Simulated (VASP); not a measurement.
Output of a VASP run:

**OSZICAR**
```
       N       E                     dE             d eps       ncg     rms          rms(c)
DAV:   1     0.370653117252E+02    0.37065E+02   -0.49426E+03  1008   0.121E+03
DAV:   2    -0.750166000651E+01   -0.44567E+02   -0.42766E+02  1009   0.177E+02
DAV:   3    -0.871598956671E+01   -0.12143E+01   -0.11855E+01  1159   0.398E+01
DAV:   4    -0.874248069238E+01   -0.26491E-01   -0.26473E-01  1310   0.532E+00
DAV:   5    -0.874309666093E+01   -0.61597E-03   -0.61595E-03  1244   0.720E-01    0.118E+01
DAV:   6    -0.105641662669E+02   -0.18211E+01   -0.58603E+01  1150   0.119E+02    0.163E+01
DAV:   7    -0.735293369101E+01    0.32112E+01   -0.30238E+01  1116   0.754E+01    0.216E+00
DAV:   8    -0.733374552560E+01    0.19188E-01   -0.16951E-01  1122   0.517E+00    0.119E+00
DAV:   9    -0.732587602860E+01    0.78695E-02   -0.32814E-02  1220   0.307E+00    0.311E-01
DAV:  10    -0.732605002631E+01   -0.17400E-03   -0.12718E-03  1262   0.420E-01    0.387E-02
DAV:  11    -0.732600298317E+01    0.47043E-04   -0.94269E-05  1157   0.967E-02    0.823E-03
DAV:  12    -0.732600259768E+01    0.38550E-06   -0.33774E-06  1066   0.208E-02
   1 F= -.73260026E+01 E0= -.73259122E+01  d E =-.732600E+01
       N       E                     dE             d eps       ncg     rms          rms(c)
DAV:   1    -0.733173923167E+01   -0.57362E-02   -0.10089E-01  1051   0.610E+00    0.688E-01
DAV:   2    -0.733848030708E+01   -0.67411E-02   -0.23081E-01  1158   0.741E+00    0.906E-01
DAV:   3    -0.732625549442E+01    0.12225E-01   -0.91419E-02  1160   0.472E+00    0.821E-02
DAV:   4    -0.732616549953E+01    0.89995E-04   -0.39038E-04  1047   0.207E-01    0.153E-02
DAV:   5    -0.732616400005E+01    0.14995E-05   -0.17323E-05  1443   0.582E-02    0.327E-03
DAV:   6    -0.732616368069E+01    0.31936E-06   -0.61169E-07   553   0.146E-02
   2 F= -.73261637E+01 E0= -.73260818E+01  d E =-.161083E-03
       N       E                     dE             d eps       ncg     rms          rms(c)
DAV:   1    -0.732671576060E+01   -0.55176E-03   -0.89264E-03  1050   0.182E+00    0.205E-01
DAV:   2    -0.732732202504E+01   -0.60626E-03   -0.20606E-02  1166   0.221E+00    0.272E-01
DAV:   3    -0.732622658370E+01    0.10954E-02   -0.81713E-03  1168   0.141E+00    0.246E-02
DAV:   4    -0.732621704168E+01    0.95420E-05   -0.32558E-05  1045   0.591E-02    0.447E-03
DAV:   5    -0.732621695703E+01    0.84651E-07   -0.14504E-06   576   0.187E-02
   3 F= -.73262170E+01 E0= -.73261327E+01  d E =-.214359E-03
```

OUTCAR:
```
------------------------ aborting loop because EDIFF is reached ----------------------------------------
  FORCE on cell =-STRESS in cart. coord.  units (eV):
  Direction    XX          YY          ZZ          XY          YZ          ZX
  --------------------------------------------------------------------------------------
  Total        0.0056169      0.0056169      0.0056169     -0.0000000      0.0000000     -0.0000000
  in kB        0.3668124      0.3668124      0.3668124     -0.0000000      0.0000000     -0.0000000
  external PRESSURE =       0.3668124 kB  Pullay stress =       0.0000000 kB
  volume of cell :       24.53
      direct lattice vectors                 reciprocal lattice vectors
     2.905729151 -0.000000000 -0.000000000     0.344147699 -0.000000000  0.000000000
     0.000000000  2.905729151  0.000000000     0.000000000  0.344147699  0.000000000
    -0.000000000 -0.000000000  2.905729151     0.000000000 -0.000000000  0.344147699
 POSITION                                       TOTAL-FORCE (eV/Angst)
 -----------------------------------------------------------------------------------
      1.45286      1.45286      1.45286        -0.000000     -0.000000      0.000000
      0.00000      0.00000      0.00000         0.000000      0.000000      0.000000
 -----------------------------------------------------------------------------------
    total drift:                               -0.000000      0.000000      0.000000
  FREE ENERGIE OF THE ION-ELECTRON SYSTEM (eV)
  ---------------------------------------------------
  free  energy   TOTEN  =        -7.3262169570 eV

  energy  without entropy=       -7.3259643211  energy(sigma->0) =       -7.32613275

 reached required accuracy - stopping structural energy minimisation
```
(Selected blocks of OUTCAR.)

POSCAR:
```
FeAl
1
    2.9100000000     0.0000000000     0.0000000000
    0.0000000000     2.9100000000     0.0000000000
    0.0000000000     0.0000000000     2.9100000000
Al Fe
1 1
Direct
  0.5000000000   0.5000000000   0.5000000000
  0.0000000000   0.0000000000   0.0000000000
```

### Question
Write an INCAR and KPOINTS that could have produced this output.

### Answer
One answer among several that fit: the input of the run itself, vdW-DF2, plane waves, VASP's PBE PAW potentials (set 64).

**INCAR**
```
SYSTEM = FeAl
PREC = Accurate; ENCUT = 520; LREAL = .FALSE.
LASPH = .TRUE.
EDIFF = 1E-6; NELM = 100; ALGO = Normal
LMAXMIX = 4
ISMEAR = 1; SIGMA = 0.1
GGA = ML; LUSE_VDW = .TRUE.; AGGAC = 0.0
ZAB_VDW = -1.8867
IBRION = 2; NSW = 60; ISIF = 3
EDIFFG = -0.01
LWAVE = .FALSE.; LCHARG = .FALSE.
```

KPOINTS:
```
Automatic
0
gamma
  11 11 11
0 0 0
```

POTCAR, in this order: Al Fe (PBE.64 set). Program: vasp_std.

The compound is FeAl in the CsCl type structure. This run relaxes it. Symmetry was kept, so distortions that lower it aren't found. The run is not spin-polarised, so no magnetic state was tried. The electron count is odd and the run is not spin-polarised, which forces a metal.
